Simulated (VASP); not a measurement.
A run of VASP 6.6.1 is set up as follows.

File INCAR:

```
ALGO = Normal
EDIFF = 1E-7
EDIFFG = -0.005
ENCUT = 600
GGA = PE
IBRION = 2
ISIF = 3
ISMEAR = 0
LASPH = True
LCHARG = False
LREAL = False
LWAVE = False
NELM = 80
NSW = 90
PREC = Accurate
SIGMA = 0.03
```

Contents of KPOINTS:

```
k-points
0
Gamma
  10 10 10
```

The input POSCAR:

```
Ge                                      
1.0
    0.0000000000      2.8781224751      2.8781224751
    2.8781224751     -0.0000000000      2.8781224751
    2.8781224751      2.8781224751     -0.0000000000
  Ge            
     2
Direct
     0.0000000000000000    0.0000000000000000    0.0000000000000000
     0.2500000000000000    0.2500000000000000    0.2500000000000000
```

Potentials or basis: VASP PAW PBE potentials, release 64 (Ge_d).

Launch:

```sh
$ cat potpaw_PBE.64/Ge_d/POTCAR > POTCAR
$ mpirun -np 1 vasp_std > vasp.out
```

Problem. Estimate the space group after relaxing (to 0.05 Å).

Solution. Fd-3m (No. 227).

Problem. Predict the band gap on the k mesh.

Solution. None (metal or under the smearing width).

Final structure:
```
CELL_PARAMETERS angstrom
0.00000 2.88050 2.88050
2.88050 0.00000 2.88050
2.88050 2.88050 0.00000
ATOMIC_POSITIONS crystal
Ge 0.00000 0.00000 0.00000
Ge 0.25000 0.25000 0.25000
```

Caveat: this crystal is a semiconductor, whose small gap the functional closes, so the metal is an error of the method.
